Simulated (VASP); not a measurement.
```
CELL_PARAMETERS angstrom
      1.53791    -2.71087     0.00000
      1.53791     2.71087     0.00000
      0.00000     0.00000     3.42879
ATOMIC_POSITIONS crystal
  Hf 0.00000 0.00000 0.00000
  B  0.33333 0.66667 0.50000
  B  0.69800 0.36466 0.50000
```

Level of theory: PBE GGA, VASP's PBE PAW potentials (set 64) (plane waves; VASP 6.6.1). Numerical set-up: PREC = Normal, 520 eV cut-off, 10×10×8 Γ-centred mesh, first-order Methfessel-Paxton smearing of 0.10 eV, potentials Hf_pv B.

Task: Which forces act on the atoms, in eV/Å?

Result: 
```csv
atom,Fx,Fy,Fz
Hf1,0.762,0.047,0.000
B2,1.083,-0.177,0.000
B3,-1.845,0.130,0.000
```

Task: Give the stress tensor in GPa (positive for a compressed cell).

Result: 
```
18.56  -0.04   0.00
-0.04   7.25   0.00
 0.00   0.00  12.50
```
The pressure is its mean diagonal, 12.77 GPa.

The compound is HfB2 in the AlB2 type structure. The cell was not relaxed at this level, atoms are displaced from their ideal sites. The run is one of a series of settings (PREC = Normal against the base run), some of them coarse on purpose.
